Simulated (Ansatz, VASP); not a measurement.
**Ta2BeP4: VASP beside Ansatz**

File INCAR:

```
SYSTEM = Ta2BeP4
PREC = Accurate ; ENCUT = 520
EDIFF = 1E-6 ; ISMEAR = 0
SIGMA = 0.1 ; LREAL = .False.
LASPH = .True. ; NELM = 100
ALGO = Normal ; ISIF = 2
LWAVE = .False. ; LCHARG = .False.
GGA = PE ; NBANDS = 31
```

File KPOINTS:

```
regular mesh
0
Gamma
  4 4 4
  0 0 0
```

POSCAR

```
Ta2BeP4
1.0
    4.1215834400      0.0000000000      0.0000000000
    0.0000000000      4.1215834400      0.0000000000
    0.0000000000      0.0000000000      5.8287992000
Ta Be P
2 1 4
Direct
    0.5000000000      0.5000000000      0.0000000000
    0.0000000000      0.0000000000      0.5000000000
    0.0000000000      0.0000000000      0.0000000000
    0.5000000000      0.0000000000      0.2500000000
    0.0000000000      0.5000000000      0.2500000000
    0.5000000000      0.0000000000      0.7500000000
    0.0000000000      0.5000000000      0.7500000000
```

Input for Ansatz:

```yaml
crystal:
  lattice:
    - [4.12158344, 0.0, 0.0]
    - [0.0, 4.12158344, 0.0]
    - [0.0, 0.0, 5.8287992]
  atoms:
    - { symbol: Ta, position: [0.5, 0.5, 0.0] }
    - { symbol: Ta, position: [0.0, 0.0, 0.5] }
    - { symbol: Be, position: [0.0, 0.0, 0.0] }
    - { symbol: P, position: [0.5, 0.0, 0.25] }
    - { symbol: P, position: [0.0, 0.5, 0.25] }
    - { symbol: P, position: [0.5, 0.0, 0.75] }
    - { symbol: P, position: [0.0, 0.5, 0.75] }
basis:
  ecutwfc: 420
kpoints:
  mp_grid: { grid: [4, 4, 4] }
hamiltonian:
  xc: pbe
scf:
  occupations: { method: gaussian, width: 0.1 }
  lower_state_search: "off"
output:
  forces: true
  stress: true
  eigenvalues: true
```

Change from the starting cell: ordered mixture with vacancies on the cation sites of caesium chloride (P4/mmm, No. 123).

Alike in both runs: task single point; functional PBE; k mesh 4 × 4 × 4; occupations gaussian, width 0.1 eV; no spin polarisation.

|  | VASP | Ansatz |
| --- | --- | --- |
| version | VASP 6.6.1 | Ansatz 0.2.0 |
| potentials or method | VASP PAW PBE potentials, release 64 (Ta_pv, Be, P) | scalar-relativistic, plane waves, PAW |
| plane-wave cutoff (eV) | 520 | 420 |
| valence electrons in the cell | 44 | 48 |

VASP gave:

| Property | Result |
| --- | --- |
| gap on the k mesh at the Fermi level (eV) | none |
| pressure (GPa) | 19.8 |
| largest component of the traceless stress (GPa) | 1.09 |
| rms of the force components (eV/Å) | 0.048 |

Task: Which values does Ansatz return?

Result: gap on the k mesh at the Fermi level (eV): none; pressure (GPa): 19.7; largest component of the traceless stress (GPa): 1.10; rms of the force components (eV/Å): 0.050.

Atom by atom the forces differ by 0.001 eV/Å (rms over components). A gap of «none» marks a metal or a gap that the smearing closes. The two sets of potentials don't hold the same shells in valence.

Caveats: the k mesh is coarse (spacing up to 0.38 Å⁻¹), so the values aren't converged; so large a pressure means that the cell lies far from this level's equilibrium, or that cutoff or potentials fall short (VASP). Spin-orbit coupling is left out, which matters for the levels of Ta.
